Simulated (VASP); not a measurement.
All values below come from rev-vdW-DF2, VASP's PBE PAW potentials (set 64) (plane waves; VASP 6.6.1).

VASP input:

**POSCAR**
```
ZnO
1.0
  1.6314293808  -2.8257190192   0.0000000000
  1.6314293808   2.8257190192   0.0000000000
  0.0000000000   0.0000000000   5.2701367606
Zn O
2 2
Direct
  0.6666670000   0.3333330000   0.5013591874
  0.3333330000   0.6666670000   0.0013591874
  0.6666670000   0.3333330000   0.8806408126
  0.3333330000   0.6666670000   0.3806408126
```

**INCAR**
```
EDIFFG  =  -0.02   ! ionic stop
LUSE_VDW  =  T
ISIF  =  3
LREAL  =  F   ! projection in real space or not
PARAM2  =  0.7114
LCHARG  =  F
PREC  =  Accurate
LASPH  =  T
SIGMA  =  0.05
NSW  =  60   ! most ionic steps
ALGO  =  Normal   ! blocked Davidson
ENCUT  =  520
NELM  =  100
AGGAC  =  0.0
IBRION  =  2
LWAVE  =  F
PARAM1  =  0.1234568
LMAXMIX  =  4   ! l cut-off of mixed one-centre charges
SYSTEM  =  ZnO
ISMEAR  =  0   ! Gaussian
EDIFF  =  1E-6
ZAB_VDW  =  -1.8867
GGA  =  MK
```

**KPOINTS**
```
Automatic
0
G
 7 7 4
```

POTCAR, in this order: Zn O (PBE.64 set). Program: vasp_std.

The resulting files:

OUTCAR:
```
 ion  position               nearest neighbor table
   1  0.667  0.333  0.501-   4 1.99   4 1.99   4 1.99   3 2.00
   2  0.333  0.667  0.001-   3 1.99   3 1.99   3 1.99   4 2.00
   3  0.667  0.333  0.881-   2 1.99   2 1.99   2 1.99   1 2.00
   4  0.333  0.667  0.381-   1 1.99   1 1.99   1 1.99   2 2.00
  LATTYP: Found a hexagonal cell.
 ALAT       =     3.2628591450
 C/A-ratio  =     1.6151897849
 Subroutine PRICEL returns:
 Original cell was already a primitive cell.
 Subroutine GETGRP returns: Found 12 space group operations
The static configuration has the point symmetry C_3v.
 The point group associated with its full space group is C_6v.
The dynamic configuration has the point symmetry C_3v.
 Subroutine INISYM returns: Found 12 space group operations
 Subroutine IBZKPT returns following result:
 Found     24 irreducible k-points:

 Following reciprocal coordinates:
            Coordinates               Weight
  0.000000  0.000000  0.000000      1.000000
  0.142857 -0.000000  0.000000      6.000000
  0.285714  0.000000  0.000000      6.000000
  0.428571 -0.000000  0.000000      6.000000
  0.142857  0.142857  0.000000      6.000000
  0.285714  0.142857  0.000000     12.000000
  0.428571  0.142857  0.000000      6.000000
  0.285714  0.285714  0.000000      6.000000
  0.000000  0.000000  0.250000      2.000000
  0.142857 -0.000000  0.250000     12.000000
  0.285714  0.000000  0.250000     12.000000
  0.428571 -0.000000  0.250000     12.000000
  0.142857  0.142857  0.250000     12.000000
  0.285714  0.142857  0.250000     24.000000
  0.428571  0.142857  0.250000     12.000000
  0.285714  0.285714  0.250000     12.000000
  0.000000  0.000000  0.500000      1.000000
  0.142857 -0.000000  0.500000      6.000000
  0.285714  0.000000  0.500000      6.000000
  0.428571 -0.000000  0.500000      6.000000
  0.142857  0.142857  0.500000      6.000000
  0.285714  0.142857  0.500000     12.000000
  0.428571  0.142857  0.500000      6.000000
  0.285714  0.285714  0.500000      6.000000
   k-points           NKPTS =     24   k-points in BZ     NKDIM =     24   number of bands    NBANDS=     22
   number of dos      NEDOS =    301   number of ions     NIONS =      4
   total plane-waves  NPLWV =  23040
   dimension x,y,z NGX =    24 NGY =   24 NGZ =   40
   dimension x,y,z NGXF=    48 NGYF=   48 NGZF=   80
   ions per type =               2   2
   PREC   = accura    normal or accurate (medium, high low for compatibility)
   ISTART =      0    job   : 0-new  1-cont  2-samecut
   ICHARG =      2    charge: 1-file 2-atom 10-const
   ISPIN  =      1    spin polarized calculation?
   LNONCOLLINEAR =      F non collinear calculations
   LSORBIT =      F    spin-orbit coupling
   INIWAV =      1    electr: 0-lowe 1-rand  2-diag
   ENCUT  =  520.0 eV  38.22 Ry    6.18 a.u.   6.07  6.07  9.80*2*pi/ulx,y,z
   NELM   =    100;   NELMIN=  2; NELMDL= -5     # of ELM steps
   EDIFF  = 0.1E-05   stopping-criterion for ELM
   LREAL  =      F    real-space projection
   NLSPLINE    = F    spline interpolate recip. space projectors
   LMAXMIX     =    4 max onsite mixed and CHGCAR
   VOSKOWN=      0    Vosko Wilk Nusair interpolation
   EDIFFG = -.2E-01   stopping-criterion for IOM
   NSW    =     60    number of steps for IOM
   NBLOCK =      1;   KBLOCK =     60    inner block; outer block
   IBRION =      2    ionic relax: 0-MD 1-quasi-New 2-CG
   NFREE  =      1    steps in history (QN), initial steepest desc. (CG)
   ISIF   =      3    stress and relaxation
   ISYM   =      2    0-nonsym 1-usesym 2-fastsym
   TEIN   =    0.0    initial temperature
   TEBEG  =    0.0;   TEEND  =   0.0 temperature during run
   SMASS  =  -3.00    Nose mass-parameter (am)
   PSTRESS=    0.0 pullay stress
...
```

File OSZICAR:
```
       N       E                     dE             d eps       ncg     rms          rms(c)
DAV:   1     0.294317153510E+03    0.29432E+03   -0.18988E+04  1056   0.238E+03
DAV:   2     0.170865918382E+02   -0.27723E+03   -0.26688E+03  1158   0.440E+02
DAV:   3    -0.125688546174E+02   -0.29655E+02   -0.29449E+02  1266   0.154E+02
DAV:   4    -0.131213057643E+02   -0.55245E+00   -0.55213E+00  1134   0.225E+01
DAV:   5    -0.131254984962E+02   -0.41927E-02   -0.41924E-02  1242   0.185E+00    0.146E+01
DAV:   6    -0.977684411587E+01    0.33487E+01   -0.12028E+01  1824   0.741E+01    0.889E+00
DAV:   7    -0.993768902933E+01   -0.16084E+00   -0.26506E+00  1144   0.196E+01    0.533E+00
DAV:   8    -0.995752772769E+01   -0.19839E-01   -0.87882E-01  1494   0.918E+00    0.186E+00
DAV:   9    -0.989064692363E+01    0.66881E-01   -0.19843E-01  1624   0.821E+00    0.359E-01
DAV:  10    -0.989405837694E+01   -0.34115E-02   -0.55527E-02  1068   0.176E+00    0.122E-01
DAV:  11    -0.989401286967E+01    0.45507E-04   -0.10313E-03  1286   0.295E-01    0.248E-02
DAV:  12    -0.989403687662E+01   -0.24007E-04   -0.41267E-05  1108   0.822E-02    0.166E-02
DAV:  13    -0.989404191162E+01   -0.50350E-05   -0.65913E-06  1408   0.592E-02    0.172E-02
DAV:  14    -0.989403700523E+01    0.49064E-05   -0.10792E-05  1440   0.472E-02    0.390E-03
DAV:  15    -0.989403700268E+01    0.25429E-08   -0.23351E-06   762   0.120E-02
   1 F= -.98940370E+01 E0= -.98940370E+01  d E =-.989404E+01
```

OUTCAR:
```
------------------------ aborting loop because EDIFF is reached ----------------------------------------
  FORCE on cell =-STRESS in cart. coord.  units (eV):
  Direction    XX          YY          ZZ          XY          YZ          ZX
  --------------------------------------------------------------------------------------
  Total       -0.0360027     -0.0360027     -0.0702014      0.0000000      0.0000000     -0.0000000
  in kB       -1.1871248     -1.1871251     -2.3147678      0.0000000      0.0000000     -0.0000000
  external PRESSURE =      -1.5630059 kB  Pullay stress =       0.0000000 kB
  volume of cell :       48.59
      direct lattice vectors                 reciprocal lattice vectors
     1.631429381 -2.825719019  0.000000000     0.306479708 -0.176946114  0.000000000
     1.631429381  2.825719019  0.000000000     0.306479708  0.176946114  0.000000000
     0.000000000  0.000000000  5.270136761     0.000000000  0.000000000  0.189748397
  FREE ENERGIE OF THE ION-ELECTRON SYSTEM (eV)
  ---------------------------------------------------
  free  energy   TOTEN  =        -9.8940370027 eV

  energy  without entropy=       -9.8940370027  energy(sigma->0) =       -9.89403700

 reached required accuracy - stopping structural energy minimisation
```
(Selected blocks of OUTCAR.)

File OUTCAR:
```
 val. band max:        0.8401271172   @ k =   0.0000   0.0000   0.0000

 cond. band min:       1.5876253434   @ k =   0.0000   0.0000   0.0000


 Fermi energy:         1.1103678449

 k-point     1 :       0.0000    0.0000    0.0000
  band No.  band energies     occupation
      1     -16.9750      2.00000
      2     -16.2756      2.00000
      3      -4.7881      2.00000
      4      -4.7881      2.00000
      5      -4.7445      2.00000
      6      -4.6486      2.00000
      7      -4.6020      2.00000
      8      -4.6019      2.00000
      9      -3.6844      2.00000
     10      -3.6844      2.00000
     11      -3.4854      2.00000
     12      -3.4854      2.00000
     13      -3.2058      2.00000
     14       0.0740      2.00000
     15       0.0740      2.00000
     16       0.7547      2.00000
     17       0.8401      2.00000
     18       0.8401      2.00000
     19       1.5876      0.00000
     20       5.9527      0.00000
     21       8.9339      0.00000
     22      13.5800      0.00000

 k-point     2 :       0.1429   -0.0000    0.0000
  band No.  band energies     occupation
      1     -16.8677      2.00000
      2     -16.2285      2.00000
      3      -4.8956      2.00000
      4      -4.7278      2.00000
      5      -4.6904      2.00000
      6      -4.6111      2.00000
      7      -4.5140      2.00000
      8      -4.4837      2.00000
      9      -3.7275      2.00000
     10      -3.6874      2.00000
     11      -3.4767      2.00000
     12      -3.3896      2.00000
     13      -3.2307      2.00000
     14      -0.6254      2.00000
     15      -0.1830      2.00000
     16      -0.1031      2.00000
     17       0.6229      2.00000
     18       0.7005      2.00000
     19       2.7953      0.00000
     20       6.7209      0.00000
     21       8.9356      0.00000
     22      11.9305      0.00000

 k-point     3 :       0.2857    0.0000    0.0000
  band No.  band energies     occupation
      1     -16.6053      2.00000
...
```

The compound is ZnO in the wurtzite structure. It was relaxed first. The start is the result of an earlier pass.
